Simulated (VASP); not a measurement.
```
CELL_PARAMETERS angstrom
      2.21719     0.00000     0.00000
     -1.10860     1.92014     0.00000
      0.00000     0.00000     3.59982
ATOMIC_POSITIONS crystal
  C  0.33333 0.66667 0.25000
  C  0.66667 0.33333 0.75000
```

Calculation: PBE GGA, VASP's PBE PAW potentials (set 64) (plane waves; VASP). Settings: 400 eV cut-off, 17×17×9 Γ-centred mesh, Gaussian smearing of 0.050 eV, potentials C.

At this cut-off the stress carries a Pulay error, which pulls relaxed volumes low. Energy and stress use the plane-wave basis of the starting cell.

### Question
The ions, cell shape and volume are relaxed. What does this cell relax into?

### Answer

```
CELL_PARAMETERS angstrom
      2.12272     0.00000     0.00000
     -1.06136     1.83833     0.00000
      0.00000     0.00000     3.53036
ATOMIC_POSITIONS crystal
  C  0.33333 0.66667 0.25000
  C  0.66667 0.33333 0.75000
```
Space group P6_3/mmc (194), at a tolerance of 0.03 Å.

### Question
How do energy and volume change from the first to the last step?

### Answer
The energy (σ→0) changes by -39.7 meV/atom and the volume by -10.1 %, in 9 ionic steps.

The structure was generated: C was put into an ordered model structure, which need not be its known phase. This run relaxes it. Symmetry was kept, so distortions that lower it aren't found. The run is one of a series of settings (EDIFFG = -0.01, IBRION = 2, ISIF = 3, NSW = 50 against the base run), some of them coarse on purpose.
